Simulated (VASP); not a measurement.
Input:

```
SrTe
1.0
    0.00000     3.37981     3.37981
    3.37981     0.00000     3.37981
    3.37981     3.37981     0.00000
Sr Te
1 1
Cartesian
  0.00000   0.00000   0.00000
  1.68990   1.68990   1.68990
```

Method: PBEsol GGA, VASP's PBE PAW potentials (set 64) (plane waves; VASP). Numerical set-up: 500 eV cut-off, 7×7×7 Γ-centred mesh, Gaussian smearing of 0.050 eV, potentials Sr_sv Te.

Energy and stress use the plane-wave basis of the starting cell.

Problem. The ions, cell shape and volume at an external pressure of 20.0 GPa are relaxed. Predict the relaxed structure.

Solution. 
```
SrTe
1.0
    0.00000     3.22889     3.22889
    3.22889     0.00000     3.22889
    3.22889     3.22889     0.00000
Sr Te
1 1
Direct
  0.00000   0.00000   0.00000
  0.25000   0.25000   0.25000
```
Space group F-43m (216), at a tolerance of 0.03 Å.

Problem. How do energy and volume change from the first to the last step?

Solution. The energy (σ→0) changes by +448.8 meV/atom and the volume by -12.8 %, in 7 ionic steps.

The structure was generated: SrTe was put into the zinc blende type (F-43m), which need not be its known phase. This run relaxes it under an external pressure of 20 GPa. Symmetry was kept, so distortions that lower it aren't found.
